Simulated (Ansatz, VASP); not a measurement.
## Two plane-wave programs on Sr3SbP

INCAR

```
SYSTEM = Sr3SbP
PREC = Accurate
ENCUT = 520
EDIFF = 1E-6
ISMEAR = 0
SIGMA = 0.03
LREAL = .False.
LASPH = .True.
NELM = 100
ALGO = Normal
ISIF = 2
LWAVE = .False.
LCHARG = .True.
LELF = .True.
LVHAR = .True.
NBANDS = 28
```

Contents of KPOINTS:

```
regular mesh
0
Gamma
  8 8 8
  0 0 0
```

Contents of POSCAR:

```
Sr3SbP
1.0
    6.4432565087      0.0000000000      0.0000000000
    0.0000000000      6.4432565087      0.0000000000
    0.0000000000      0.0000000000      4.5553823516
Sr Sb P
3 1 1
Direct
    0.0000000000      0.5000000000      0.5000000000
    0.5000000000      0.0000000000      0.5000000000
    0.5000000000      0.5000000000      0.0000000000
    0.0000000000      0.0000000000      0.0000000000
    0.5000000000      0.5000000000      0.5000000000
```

Input for Ansatz:

```yaml
crystal:
  lattice:
    - [6.4432565087, 0.0, 0.0]
    - [0.0, 6.4432565087, 0.0]
    - [0.0, 0.0, 4.5553823516]
  atoms:
    - { symbol: Sr, position: [0.0, 0.5, 0.5] }
    - { symbol: Sr, position: [0.5, 0.0, 0.5] }
    - { symbol: Sr, position: [0.5, 0.5, 0.0] }
    - { symbol: Sb, position: [0.0, 0.0, 0.0] }
    - { symbol: P, position: [0.5, 0.5, 0.5] }
basis:
  ecutwfc: 420
kpoints:
  mp_grid: { grid: [8, 8, 8] }
hamiltonian:
  xc: lda
scf:
  occupations: { method: gaussian, width: 0.03 }
output:
  forces: true
  stress: true
  eigenvalues: true
```

Alike in both runs: task single point; functional LDA; k mesh 8 × 8 × 8; occupations gaussian, width 0.03 eV; no spin polarisation.

```csv
,VASP,Ansatz
version,VASP 6.6.1,Ansatz 0.2.0
potentials or method,"VASP PAW LDA potentials, release 64 (Sr_sv, Sb, P)","scalar-relativistic, plane waves, PAW"
plane-wave cutoff (eV),520,420
valence electrons in the cell,40,50
```

VASP gave:

```
gap on the k mesh at the Fermi level (eV)       : none
pressure (GPa)                                  : 2.4
largest component of the traceless stress (GPa) : 17.84
```

**Question.** Which values does Ansatz return?

**Answer.** gap on the k mesh at the Fermi level (eV): none; pressure (GPa): 2.3; largest component of the traceless stress (GPa): 17.83.

A gap of «none» marks a metal or a gap that the smearing closes. The two sets of potentials don't hold the same shells in valence.

The runs have no spin-orbit coupling, so splittings on Sb are missing.
